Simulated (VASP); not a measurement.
# HfC with PBEsol: from relaxation to properties, part 4 of 4

What structure does HfC take at this level, and what are its properties? The start is a cell from a database of measured crystal structures.

VASP 6.6.1; PBEsol; plane waves and PAW (Hf_pv, C).

So far. Step 11 (Volume scan with PBEsol, volume scale 1.02): The pressure falls from 0.11 to -4.72 GPa, so it vanishes between these two volumes.

The database entry behind the starting cell differs from later determinations by our own check (about 0.2 % long), so it need not match the best structure at ambient conditions.

### Step 12. Volume scan with PBEsol, volume scale 1.04

Contents of INCAR:

```
SYSTEM = HfC
PREC = Accurate
ENCUT = 520
EDIFF = 1E-06
NELM = 100
ISMEAR = 0
SIGMA = 0.05
LREAL = .FALSE.
ALGO = Normal
GGA = PS
NBANDS = 13
LASPH = .TRUE.
LORBIT = 11
LWAVE = .FALSE.
LCHARG = .FALSE.
KPAR = 2
ISIF = 2
```

Contents of POSCAR:

```
HfC
1.0
    0.0000000000      2.3325297619      2.3325297619
    2.3325297619      0.0000000000      2.3325297619
    2.3325297619      2.3325297619      0.0000000000
Hf C
1 1
Direct
    0.5000000000      0.5000000000      0.5000000000
    0.0000000000      0.0000000000      0.0000000000
```

Contents of KPOINTS:

```
Automatic mesh
0
Gamma
8 8 8
0 0 0
```

PAW data sets: Hf_pv and C (PBE family, release 64).

The run is started by

```bash
> mpirun -np 2 vasp_std
```

Log:

```text
[... set-up lines as in an earlier step ...]
 entering main loop
       N       E                     dE             d eps       ncg     rms          rms(c)
DAV:   1     0.204685557924E+02    0.20469E+02   -0.81425E+03   762   0.107E+03
DAV:   2    -0.234471075924E+02   -0.43916E+02   -0.40965E+02   951   0.201E+02
DAV:   3    -0.250716443121E+02   -0.16245E+01   -0.15981E+01   959   0.283E+01
DAV:   4    -0.250819860768E+02   -0.10342E-01   -0.10341E-01   824   0.255E+00
[...]
DAV:  10    -0.221632532128E+02    0.42193E-03   -0.17538E-03   912   0.309E-01    0.564E-02
DAV:  11    -0.221632494593E+02    0.37535E-05   -0.84251E-05   834   0.819E-02    0.177E-02
DAV:  12    -0.221632488027E+02    0.65657E-06   -0.28958E-06   924   0.143E-02
   1 F= -.22163249E+02 E0= -.22162973E+02  d E =-.551752E-03
```

Elapsed: 7.4 s, on 2 MPI ranks of AMD EPYC 7R43, shared host; peak memory 0.25 GiB.

Parts of OUTCAR (step 12):

```text
  Total       -1.4408901     -1.4408901     -1.4408901      0.0000000      0.0000000      0.0000000
  in kB      -90.9556908    -90.9556908    -90.9556908      0.0000000      0.0000000      0.0000000
  external PRESSURE =     -90.9556908 kB  Pullay stress =       0.0000000 kB

 POSITION                                       TOTAL-FORCE (eV/Angst)
 -----------------------------------------------------------------------------------
      2.33253      2.33253      2.33253         0.000000      0.000000      0.000000
      0.00000      0.00000      0.00000         0.000000     -0.000000      0.000000
 -----------------------------------------------------------------------------------
    total drift:                                0.000000      0.000000      0.000000

  FREE ENERGIE OF THE ION-ELECTRON SYSTEM (eV)
  ---------------------------------------------------
  free  energy   TOTEN  =       -22.1632488027 eV

  energy  without entropy=      -22.1626970509  energy(sigma->0) =      -22.16297293

[... 1 part as in an earlier step ...]

[... 2 further parts left out ...]
[key lines of the parts left out:]
E-fermi :   5.6744
```

The pressure falls from -4.72 to -9.10 GPa.

The run ends at a pressure of -9.10 GPa.

### Step 13. Volume scan with PBEsol, volume scale 1.06

A prediction first. A least-squares parabola for the 6 pressures of evenly scaled cells so far, P = 0.10 -254.8 t +534 t² GPa with t = ln(V/V₁) and V₁ the volume at scale 1, gives -12.94 GPa at t = +0.0583.

INCAR is that of step 12.

Contents of POSCAR:

```
HfC
1.0
    0.0000000000      2.3473870399      2.3473870399
    2.3473870399      0.0000000000      2.3473870399
    2.3473870399      2.3473870399      0.0000000000
Hf C
1 1
Direct
    0.5000000000      0.5000000000      0.5000000000
    0.0000000000      0.0000000000      0.0000000000
```

KPOINTS is that of step 12.

The run is started by

```bash
> mpirun -np 2 vasp_std
```

Log:

```text
[... set-up lines as in an earlier step ...]
 entering main loop
       N       E                     dE             d eps       ncg     rms          rms(c)
DAV:   1     0.228740824444E+02    0.22874E+02   -0.79164E+03   754   0.106E+03
DAV:   2    -0.233977958690E+02   -0.46272E+02   -0.43014E+02   989   0.209E+02
DAV:   3    -0.250590054329E+02   -0.16612E+01   -0.16537E+01   934   0.288E+01
DAV:   4    -0.250683977982E+02   -0.93924E-02   -0.93910E-02   859   0.262E+00
[...]
DAV:  10    -0.221295884520E+02    0.56842E-03   -0.24215E-03   907   0.353E-01    0.548E-02
DAV:  11    -0.221295839860E+02    0.44661E-05   -0.10800E-04   819   0.918E-02    0.135E-02
DAV:  12    -0.221295831314E+02    0.85458E-06   -0.43211E-06   967   0.168E-02
   1 F= -.22129583E+02 E0= -.22129398E+02  d E =-.370200E-03
```

It took 7.4 s on 2 MPI ranks; peak memory 0.25 GiB.

OUTCAR, selected parts (step 13):

```text
  Total       -2.1105948     -2.1105948     -2.1105948      0.0000000     -0.0000000      0.0000000
  in kB     -130.7167817   -130.7167817   -130.7167817      0.0000000     -0.0000000      0.0000000
  external PRESSURE =    -130.7167817 kB  Pullay stress =       0.0000000 kB

 POSITION                                       TOTAL-FORCE (eV/Angst)
 -----------------------------------------------------------------------------------
      2.34739      2.34739      2.34739        -0.000000      0.000000      0.000000
      0.00000      0.00000      0.00000         0.000000     -0.000000     -0.000000
 -----------------------------------------------------------------------------------
    total drift:                                0.000000      0.000000      0.000000

  FREE ENERGIE OF THE ION-ELECTRON SYSTEM (eV)
  ---------------------------------------------------
  free  energy   TOTEN  =       -22.1295831314 eV

  energy  without entropy=      -22.1292129318  energy(sigma->0) =      -22.12939803

[... 1 part as in an earlier step ...]

[... 2 further parts left out ...]
[key lines of the parts left out:]
E-fermi :   5.5255
```

The pressure falls from -9.10 to -13.07 GPa. The parabola predicted -12.94 GPa, +0.13 GPa off.

### Step 14. Side by side

Times are for 2 MPI ranks of AMD EPYC 7R43, shared host. The runs compared:

```tsv
no.	volume scale	energy above the lowest point (meV/atom)	pressure (GPa)	time	memory (GiB)
1	0.94	39.32	17.93	5.4 s	0.21
2	0.96	17.04	11.36	5.2 s	0.21
3	0.98	4.25	5.449	5.2 s	0.21
4	1	0	0.1121	5.2 s	0.21
5	1.02	3.44	-4.718	5.4 s	0.22
6	1.04	13.88	-9.096	7.4 s	0.25
7	1.06	30.67	-13.07	7.4 s	0.25
```

### Step 15. Fit for PBEsol

This step: Birch-Murnaghan fit, PBEsol; plane waves and PAW (VASP 6.6.1).

No new run; the numbers come from the runs before.

This step gave:

| Quantity | Value |
| --- | --- |
| pressure derivative of the bulk modulus | 4.027 |
| r.m.s. error of the fit | 9.97e-6 eV/atom |
| minimum inside the sampled range | yes |
| bulk modulus | 252.6 GPa |
| equilibrium volume of the fit | 12.21 Å³/atom |

The energy above the fitted minimum by volume:

```tsv
volume (Å³/atom)	energy above the fitted minimum (eV/atom)
11.470	0.0393
11.714	0.0171
11.958	0.00427
12.203	2.0e-5
12.447	0.00346
12.691	0.0139
12.935	0.0307
```

The fit over cells of fixed shape and fractional positions puts the volume +0.07 % from the relaxed one.

### Step 16. Independent-particle dielectric function (PBEsol)

This step: PBEsol; plane waves and PAW (Hf_pv, C) (VASP 6.6.1).

LOPTICS sums transitions from filled to empty bands. The mesh is finer than in the run before. NBANDS is raised for it.

Changes to INCAR since step 13:

```diff
@@ -10,3 +10,3 @@
 GGA = PS
-NBANDS = 13
+NBANDS = 23
 LASPH = .TRUE.
@@ -16,2 +16,4 @@
 KPAR = 2
-ISIF = 2
+LOPTICS = .TRUE.
+NEDOS = 1500
+CSHIFT = 0.1
```

Contents of POSCAR:

```
HfC
1.0
    0.0000000000      2.3022337384      2.3022337384
    2.3022337384      0.0000000000      2.3022337384
    2.3022337384      2.3022337384      0.0000000000
Hf C
1 1
Direct
    0.5000000000      0.5000000000      0.5000000000
    0.0000000000      0.0000000000      0.0000000000
```

Contents of KPOINTS:

```
Automatic mesh
0
Gamma
12 12 12
0 0 0
```

The run is started by

```bash
> mpirun -np 2 vasp_std
```

Log:

```text
[... set-up lines as in an earlier step ...]
 entering main loop
       N       E                     dE             d eps       ncg     rms          rms(c)
DAV:   1     0.360724232974E+02    0.36072E+02   -0.66893E+03  3312   0.600E+02
DAV:   2    -0.234036041158E+02   -0.59476E+02   -0.56067E+02  4074   0.169E+02
DAV:   3    -0.250707539114E+02   -0.16671E+01   -0.16574E+01  3965   0.201E+01
DAV:   4    -0.250739779504E+02   -0.32240E-02   -0.32239E-02  3774   0.104E+00
DAV:   5    -0.250739840020E+02   -0.60516E-05   -0.60510E-05  3914   0.426E-02    0.611E+01
DAV:   6    -0.222758315326E+02    0.27982E+01   -0.77696E+00  3797   0.105E+01    0.448E+01
DAV:   7    -0.222166255437E+02    0.59206E-01   -0.35446E-01  3768   0.283E+00    0.233E+01
DAV:   8    -0.221975641624E+02    0.19061E-01   -0.39528E-02  3886   0.116E+00    0.283E+00
DAV:   9    -0.221957685185E+02    0.17956E-02   -0.44254E-03  3823   0.347E-01    0.111E+00
DAV:  10    -0.221956701391E+02    0.98379E-04   -0.45952E-04  3781   0.128E-01    0.893E-02
DAV:  11    -0.221956655737E+02    0.45655E-05   -0.22497E-05  3879   0.317E-02    0.183E-02
DAV:  12    -0.221956647490E+02    0.82466E-06   -0.28996E-06  3725   0.956E-03
   1 F= -.22195665E+02 E0= -.22195399E+02  d E =-.531119E-03
 optical routines
 imaginary and real dielectric function
 recalculating local potential from charge density
 direction            1
 direction            2
 direction            3
```

Run time: 17 s. Hardware: 2 MPI ranks; peak memory 0.32 GiB; 32 s of CPU time.

Parts of OUTCAR (step 16):

```text
   k-points           NKPTS =     72   k-points in BZ     NKDIM =     72   number of bands    NBANDS=     23

   NELECT =      14.0000    total number of electrons

 E-fermi :   6.0881

 k-point     1 :       0.0000    0.0000    0.0000
  band No.  band energies     occupation
      1     -23.3249      2.00000
      2     -23.3249      2.00000
      3     -23.3249      2.00000
      4      -6.4028      2.00000
      5       7.0797      0.00000
      6       7.0797      0.00000
      7       7.0797      0.00000
      8       7.3857      0.00000
      9       7.3857      0.00000
    ...

  Total        0.0275125      0.0275125      0.0275125      0.0000000     -0.0000000     -0.0000000
  in kB        1.8061869      1.8061869      1.8061869      0.0000000     -0.0000000     -0.0000000
  external PRESSURE =       1.8061869 kB  Pullay stress =       0.0000000 kB

  FREE ENERGIE OF THE ION-ELECTRON SYSTEM (eV)
  ---------------------------------------------------
  free  energy   TOTEN  =       -22.1956647490 eV

  energy  without entropy=      -22.1951336302  energy(sigma->0) =      -22.19539919

 plasma frequency squared (from intraband transitions) (eV^2)
  --------------------------------------------------------------------------------------
      10.071       0.000      -0.000
       0.000      10.071      -0.000
       0.000       0.000      10.071

[... 8 parts as in an earlier step ...]

[... 9 further parts left out ...]
```

These are independent-particle spectra without excitons or local fields. Fine structure and low peaks depend on the mesh and on CSHIFT. The intraband (Drude) part is not in this spectrum.

Numbers from this step:

| Quantity | Value |
| --- | --- |
| bands | 23 |
| irreducible k-points | 72 |
| free energy (TOTEN) | -22.20 eV |
| energy at zero smearing | -22.20 eV |
| Fermi energy | 6.088 eV |
| pressure | 0.1806 GPa |

The imaginary dielectric function, xx has structure finer than the step of the table below, so its rows give means over 1 eV, whole bins alone (the curve runs from 0 to 25.0 eV). Peaks (eV: height): 0.5: 120.

The imaginary dielectric function, xx by photon energy; means over each step:

photon energy (eV), imaginary dielectric function, xx and a bar:
```
        1         35 ##############################
        2         16 #############
        3         12 ##########
        4          9 #######
        5         10 ########
        6          8 #######
        7          7 ######
        8          7 ######
        9          6 #####
       10          5 ####
       11          5 ####
       12          4 ###
       13          2 #
       14          1 #
       15          1 #
       16          1 #
       17          1 #
       18          1 #
       19          1 
       20          1 
       21          0 
       22          0 
       23          1 
       24          0
```

Table of real dielectric function, xx by photon energy:

photon energy (eV), real dielectric function, xx and a bar from the least value:
```
        0         95 ##############################
        1         -6 
        2          3 ###
        3          6 ####
        4          4 ###
        5          3 ###
        6          4 ###
        7          1 ##
        8          0 ##
        9          1 ##
       10          0 ##
       11         -1 ##
       12         -2 #
       13         -2 #
       14         -1 #
       15         -1 #
       16          0 ##
       17          0 ##
       18          0 ##
       19          0 ##
       20          0 ##
       21          0 ##
       22          0 ##
       23          0 ##
       24          0 ##
```

### Step 17. Outcome

- relaxed volume: 12.20 Å³/atom
- relaxed conventional cell a, b, c: 4.604, 4.604, 4.604 Å
- space group after relaxing, within 0.02 Å: Fm-3m (No. 225)
- band gap: none, a metal
- DOS at the Fermi level: 0.247 states/eV/cell
- bulk modulus from the fit: 253 GPa
- volume from the fit: 12.2 Å³/atom

With PBEsol, HfC relaxes to 12.20 Å³/atom in space group Fm-3m (held by the symmetry of the run), comes out as a metal and has a bulk modulus of 253 GPa. Against the listed cell the volume lies -2.9 %. Bands along the symmetry lines (PBEsol): Of the bands kept, 4 cross the Fermi level on this path. Spin-orbit coupling is left out, and with elements this heavy it would split and shift bands near the Fermi level. The k-sampling is coarse for a metal, so the Fermi level, pressures and the shape of the cell carry errors. No search among competing phases was made, and a listed structure need not be the one stable at ambient conditions. All values are for a static lattice at zero temperature.

[Lines on the potential files, build, host, timing and source positions are cut from VASP's logs without a mark.]

[Logs are printed without paths, hosts, clocks, repeated set-up lines and the standing remarks that a program may print on its own settings, such as how far it seeks lower states.]

[Hosts, paths, dates, database ids (printed as entryN), source tags and the programs' standing remarks are cut or masked in the printed files.]

[A measured line is paired with the nearest computed mode of its activity, which favours agreement.]

[In band tables of VASP the shares of atoms and orbitals are scaled to a sum of 1 inside the atoms' spheres.]
